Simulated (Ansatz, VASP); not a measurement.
## Cross-check of TiSnSe3 (perovskite type (invented)) between VASP and Ansatz

One calculation is typed for both programs; each brings its own data sets. How far apart do they land? The cell is generated by rule, not measured, and may not be a known phase. The cell is taken from a series of runs on this material, whose earlier steps may have relaxed, scaled, displaced or heated it; both programs get it as it stands.

Program: Ansatz 0.2.0. Level of theory: plane waves, with VASP 6.6.1 beside it; relaxation of cell and atoms at PBE. Results are calculated unless marked as measured.

**1. Starting point**

It takes space group Pm-3m (No. 221, cubic). Conventional cell: a = 4.991 Å, b = 4.991 Å, c = 4.991 Å, α = 90.00°, β = 90.00°, γ = 90.00°. Nearest to Sn lie 12 Se at 3.53 Å. Ti has 6 Se at 2.50 Å nearest. Nearest to Se lie 2 Ti at 2.50 Å. Farther neighbours and most contacts between anions are not listed.

As a file:

```xyz
5
Lattice="4.9907 0.0000 0.0000 0.0000 4.9907 0.0000 0.0000 0.0000 4.9907" Properties=species:S:1:pos:R:3 pbc="T T T"
Sn    0.0000    0.0000    0.0000
Ti    2.4954    2.4954    2.4954
Se    2.4954    2.4954    0.0000
Se    2.4954    0.0000    2.4954
Se    0.0000    2.4954    2.4954
```

**2. VASP: relaxation of cell and atoms, PBE**

The relaxed volume is the usual yardstick between codes: in a stiff, nearly cubic crystal its relative difference is about their pressure difference at one cell divided by the bulk modulus.

Lines of VASP's logs that name or quote its potential files are left out, and so is its time.

The input, INCAR:

```
SYSTEM = TiSnSe3
PREC = Accurate
ENCUT = 500
EDIFF = 1E-07
NELM = 120
ISMEAR = 0
SIGMA = 0.1
LREAL = .FALSE.
ALGO = Normal
GGA = PE
NBANDS = 28
LASPH = .TRUE.
LORBIT = 11
LWAVE = .FALSE.
LCHARG = .FALSE.
ISIF = 3
IBRION = 2
NSW = 80
EDIFFG = -0.005
GGA_COMPAT = .FALSE.
NELMIN = 4
KPAR = 2
```

The input, POSCAR:

```
TiSnSe3
1.0
    4.9907470000      0.0000000000      0.0000000000
    0.0000000000      4.9907470000      0.0000000000
    0.0000000000      0.0000000000      4.9907470000
Sn Ti Se
1 1 3
Direct
    0.0000000000      0.0000000000      0.0000000000
    0.5000001002      0.5000001002      0.5000001002
    0.5000001002      0.5000001002      0.0000000000
    0.5000001002      0.0000000000      0.5000001002
    0.0000000000      0.5000001002      0.5000001002
```

The input, KPOINTS:

```
Automatic mesh
0
Gamma
8 8 8
0 0 0
```

The projector-augmented-wave data sets are Sn_d, Ti_sv and Se (PBE family, release 64).

Started as:

```bash
$ mpirun -np 2 vasp_std
```

Numbers of over 12 decimals in the logs are rounded to 6 here.

The program printed:

```text
[banner, memory and clock lines left out]
running    2 mpi-ranks, on    1 nodes
 distrk:  each k-point on    1 cores,    2 groups
 distr:  one band on    1 cores,    1 groups

 POSCAR found type information on POSCAR SnTiSe
 POSCAR found :  3 types and       5 ions
 LDA part: xc-table for (Slater+PW92), standard interpolation
 POSCAR, INCAR and KPOINTS ok, starting setup
 FFT: planning ... GRIDC
 FFT: planning ... GRID_SOFT
 FFT: planning ... GRID
 WAVECAR not read
 entering main loop
       N       E                     dE             d eps       ncg     rms          rms(c)
DAV:   1     0.442580475953E+03    0.44258E+03   -0.20181E+04  1968   0.169E+03
DAV:   2     0.413628231884E+02   -0.40122E+03   -0.39150E+03  1976   0.466E+02
DAV:   3    -0.238741939685E+02   -0.65237E+02   -0.62001E+02  3200   0.158E+02
DAV:   4    -0.285252845421E+02   -0.46511E+01   -0.46275E+01  2680   0.373E+01
DAV:   5    -0.287705240682E+02   -0.24524E+00   -0.24508E+00  2996   0.675E+00    0.130E+01
DAV:   6    -0.270585277794E+02    0.17120E+01   -0.32575E+01  2680   0.342E+01    0.166E+01
DAV:   7    -0.253705687115E+02    0.16880E+01   -0.42371E+01  2632   0.348E+01    0.650E+00
DAV:   8    -0.246567593423E+02    0.71381E+00   -0.19294E+00  2272   0.910E+00    0.235E+00
DAV:   9    -0.246227195268E+02    0.34040E-01   -0.87792E-01  2796   0.505E+00    0.177E+00
DAV:  10    -0.246007749444E+02    0.21945E-01   -0.26187E-01  2528   0.325E+00    0.518E-01
DAV:  11    -0.245956787370E+02    0.50962E-02   -0.24797E-02  2400   0.993E-01    0.236E-01
DAV:  12    -0.245959791344E+02   -0.30040E-03   -0.34777E-03  2612   0.425E-01    0.468E-02
DAV:  13    -0.245959728065E+02    0.63279E-05   -0.19952E-04  2652   0.890E-02    0.466E-02
DAV:  14    -0.245959731094E+02   -0.30289E-06   -0.55665E-05  2708   0.535E-02    0.346E-02
DAV:  15    -0.245959533433E+02    0.19766E-04   -0.51421E-05  2576   0.420E-02    0.787E-03
DAV:  16    -0.245959528097E+02    0.53362E-06   -0.27087E-06  2504   0.904E-03    0.377E-03
DAV:  17    -0.245959524689E+02    0.34081E-06   -0.10667E-06  2516   0.598E-03    0.148E-03
DAV:  18    -0.245959523691E+02    0.99825E-07   -0.83482E-08  1524   0.218E-03
   1 F= -.24595952E+02 E0= -.24589317E+02  d E =-.245960E+02
 curvature:   0.00 expect dE= 0.000E+00 dE for cont linesearch  0.000E+00
 trial: gam= 0.00000 g(F)=  0.000E+00 g(S)=  0.302E-04 ort = 0.000E+00 (trialstep = 0.100E+01)
 search vector abs. value=  0.302E-04
 bond charge predicted
       N       E                     dE             d eps       ncg     rms          rms(c)
DAV:   1    -0.245963227901E+02   -0.37032E-03   -0.75405E-03  2124   0.922E-01    0.144E-01
DAV:   2    -0.245965351076E+02   -0.21232E-03   -0.45205E-03  2524   0.512E-01    0.170E-01
DAV:   3    -0.245959988754E+02    0.53623E-03   -0.21493E-03  2448   0.280E-01    0.414E-02
DAV:   4    -0.245959648616E+02    0.34014E-04   -0.17280E-04  2156   0.112E-01    0.990E-03
DAV:   5    -0.245959636664E+02    0.11952E-05   -0.23316E-05  2980   0.226E-02    0.783E-03
DAV:   6    -0.245959635367E+02    0.12971E-06   -0.11936E-06  2856   0.651E-03    0.479E-03
DAV:   7    -0.245959629097E+02    0.62704E-06   -0.14434E-06  2904   0.563E-03    0.495E-04
DAV:   8    -0.245959628489E+02    0.60774E-07   -0.10639E-07  1660   0.157E-03
   2 F= -.24595963E+02 E0= -.24589329E+02  d E =-.104798E-04
 trial-energy change:   -0.000010  1 .order   -0.000010   -0.000030    0.000010
 step:   0.7543(harm=  0.7543)  dis= 0.00000  next Energy=   -24.595964 (dE=-0.114E-04)
 reached required accuracy - stopping structural energy minimisation
```

OUTCAR, selected parts (step 2):

```text
ion  position               nearest neighbor table
   1  0.000  0.000  0.000-
   2  0.500  0.500  0.500-   3 2.50   4 2.50   5 2.50   3 2.50   4 2.50   5 2.50
   3  0.500  0.500  0.000-   2 2.50   2 2.50
   4  0.500  0.000  0.500-   2 2.50   2 2.50
   5  0.000  0.500  0.500-   2 2.50   2 2.50

  LATTYP: Found a simple cubic cell.
 ALAT       =     4.9907470000

 Subroutine GETGRP returns: Found 48 space group operations
 (whereof 48 operations were pure point group operations)

The static configuration has the point symmetry O_h .

 Found     35 irreducible k-points:

   k-points           NKPTS =     35   k-points in BZ     NKDIM =     35   number of bands    NBANDS=     28

   dimension x,y,z NGX =    36 NGY =   36 NGZ =   36
   dimension x,y,z NGXF=    72 NGYF=   72 NGZF=   72

   ENCUT  =  500.0 eV  36.75 Ry    6.06 a.u.   9.10  9.10  9.10*2*pi/ulx,y,z

   NELECT =      44.0000    total number of electrons

 k-points in reciprocal lattice and weights: Automatic mesh
   0.00000000  0.00000000  0.00000000       0.002
   0.12500000  0.00000000  0.00000000       0.012
   0.25000000  0.00000000  0.00000000       0.012
   0.37500000  0.00000000  0.00000000       0.012
   0.50000000  0.00000000  0.00000000       0.006
   0.12500000  0.12500000  0.00000000       0.023
   0.25000000  0.12500000  0.00000000       0.047
   0.37500000  0.12500000  0.00000000       0.047
   0.50000000  0.12500000  0.00000000       0.023
[...]
0.50000000  0.50000000  0.37500000       0.012
   0.50000000  0.50000000  0.50000000       0.002

 average (electrostatic) potential at core
       1-103.2907       2 -77.0327       3 -53.1207       4 -53.1207       5 -53.1207

 E-fermi :   5.0226

 k-point     1 :       0.0000    0.0000    0.0000
  band No.  band energies     occupation
    ...
     21       4.1163      2.00000
     22       4.1163      2.00000
     23       4.6888      2.00000
     24       4.6888      2.00000
     25       4.6888      2.00000
     26       5.8850      0.00000
     27       5.8850      0.00000
     28       7.9215      0.00000

 k-point     2 :       0.1250    0.0000    0.0000
  band No.  band energies     occupation
    ...
     19       3.6160      2.00000
     20       3.7275      2.00000
     21       4.0389      2.00000
     22       4.0389      2.00000
     23       4.6947      2.00000
     24       5.1025      0.25823
     25       5.1025      0.25823
     26       5.8902      0.00000
     27       6.1888      0.00000
     28       7.5481      0.00000

 k-point     3 :       0.2500    0.0000    0.0000
  band No.  band energies     occupation
    ...
     19       3.3179      2.00000
     20       3.3887      2.00000
     21       4.1146      2.00000
     22       4.1146      2.00000
     23       4.7089      1.99999
     24       5.6134      0.00000
     25       5.6134      0.00000
     26       5.8997      0.00000
     27       6.2125      0.00000
     28       7.1422      0.00000

  Total       -0.0105172     -0.0105172     -0.0105172     -0.0000000     -0.0000000     -0.0000000
  in kB       -0.1354285     -0.1354285     -0.1354285     -0.0000000     -0.0000000     -0.0000000
  external PRESSURE =      -0.1354285 kB  Pullay stress =       0.0000000 kB

  energy-cutoff  :      500.00
  volume of cell :      124.42
      direct lattice vectors                 reciprocal lattice vectors
     4.992301890 -0.000000000 -0.000000000     0.200308399  0.000000000  0.000000000
    -0.000000000  4.992301890 -0.000000000     0.000000000  0.200308399  0.000000000
    -0.000000000 -0.000000000  4.992301890     0.000000000  0.000000000  0.200308399

 POSITION                                       TOTAL-FORCE (eV/Angst)
 -----------------------------------------------------------------------------------
      0.00000      0.00000      0.00000        -0.000000     -0.000000      0.000000
      2.49615      2.49615      2.49615         0.000000      0.000000      0.000000
      2.49615      2.49615     -0.00000        -0.000000     -0.000000      0.000000
      2.49615     -0.00000      2.49615        -0.000000     -0.000000      0.000000
     -0.00000      2.49615      2.49615        -0.000000     -0.000000      0.000000
 -----------------------------------------------------------------------------------
    total drift:                               -0.001434     -0.001434     -0.001434

  FREE ENERGIE OF THE ION-ELECTRON SYSTEM (eV)
  ---------------------------------------------------
  free  energy   TOTEN  =       -24.5959628489 eV

  energy  without entropy=      -24.5826954685  energy(sigma->0) =      -24.58932916

 reached required accuracy - stopping structural energy minimisation

 total charge
# of ion       s       p       d       tot
------------------------------------------
    1        1.417   0.442   9.956  11.815
    2        2.179   6.160   1.864  10.203
    3        1.468   2.367   0.024   3.858
    4        1.468   2.367   0.024   3.858
    5        1.468   2.367   0.024   3.858
--------------------------------------------------
tot          7.999  13.702  11.892  33.593

[... 3 further parts left out ...]
```

CONTCAR:

```
TiSnSe3
   1.00000000000000
     4.9923018895639846   -0.0000000000000000   -0.0000000000000000
    -0.0000000000000000    4.9923018895639846   -0.0000000000000000
    -0.0000000000000000   -0.0000000000000000    4.9923018895639846
  Sn              Ti              Se
     1     1     3
Direct
     0.0000000000000000    0.0000000000000000    0.0000000000000000
     0.5000001001999976    0.5000001001999976    0.5000001001999976
     0.5000001001999976    0.5000001001999976    0.0000000000000000
     0.5000001001999976    0.0000000000000000    0.5000001001999976
     0.0000000000000000    0.5000001001999976    0.5000001001999976
```

[end of part 1 of 2]

[Lines on the potential files, build, host, timing and source positions are cut from VASP's logs without a mark.]

[Logs are printed without paths, hosts, clocks, repeated set-up lines and the standing remarks that a program may print on its own settings, such as how far it seeks lower states.]

[Hosts, paths, dates, database ids (printed as entryN), source tags and the programs' standing remarks are cut or masked in the printed files.]
